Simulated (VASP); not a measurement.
Cd$_{4}$S$_{3}$Se (ordered alloy cell): computed properties

Level of theory: PBEsol GGA, VASP's PBE PAW potentials (set 64) (plane waves; VASP).

```
Item                                                                                                                 Value
---------------------------------------------  ---------------------------------------------------------------------------
space group                                                                                                     P3m1 (156)
cell                                           a = 4.169 Å, b = 4.169 Å, c = 13.565 Å, α = 90.00°, β = 90.00°, γ = 120.00°
volume per atom                                                                                             25.52 Å^3/atom
band gap (over mesh and band path)                                                                                 0.74 eV
smallest direct gap (over mesh and band path)                                                                      0.74 eV
band-edge character                                                                                         direct, Γ to Γ
density                                                                                                         5.08 g/cm³
```

Cd₄S₃Se is taken in the trigonal space group P3m1 (No. 156), Pearson symbol hP8. Cell: a = b = 4.1686 Å, c = 13.5647 Å, α = β = 90.00°, γ = 120.00°. Cd1 on 1a is surrounded by 3 S at 2.532 Å and 1 Se at 2.637 Å (tetrahedral). Cd2 on 1c is coordinated by 4 S at 2.531 Å (tetrahedral). Cd3 on 1a sees 4 S at 2.528–2.533 Å (tetrahedral). Cd4 on 1c is surrounded by 1 S at 2.523 Å and 3 Se at 2.599 Å (tetrahedral). Se on 1a is coordinated by 4 Cd at 2.599–2.637 Å (tetrahedral). S1 on 1c is surrounded by 4 Cd at 2.531 Å (tetrahedral). S2 on 1a is coordinated by 4 Cd at 2.528–2.532 Å (tetrahedral). S3 on 1c has 4 Cd at 2.523–2.533 Å (tetrahedral). (Neighbours: up to the widest gap in distance over summed covalent radii, below 1.35, at either atom; cation-cation and far metal-metal contacts left out.)

The structure was generated: Cd4S3Se was put into an ordered model structure (P3m1), which need not be its known phase. It was relaxed first. Symmetry was kept, so distortions that lower it aren't found.
